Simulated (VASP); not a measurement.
Input:

```
SrCl2
1.0
    0.00000     3.40523     3.40523
    3.40523     0.00000     3.40523
    3.40523     3.40523     0.00000
Sr Cl
1 2
Direct
  0.00000   0.00000   0.00000
  0.25000   0.25000   0.25000
  0.75000   0.75000   0.75000
```

Level of theory: optB86b-vdW, VASP's PBE PAW potentials (set 64) (plane waves; VASP). Numerical set-up: 520 eV cut-off, 6×6×6 Γ-centred mesh, Gaussian smearing of 0.050 eV, potentials Sr_sv Cl.

Question: Give the stress tensor in GPa (positive for a compressed cell).

Answer: 
```
2.74  0.00  0.00
0.00  2.74  0.00
0.00  0.00  2.74
```
The pressure is its mean diagonal, 2.74 GPa.

The compound is SrCl2 in the fluorite structure. This cell is one point of a volume scan, at 0.94 of the reference volume.
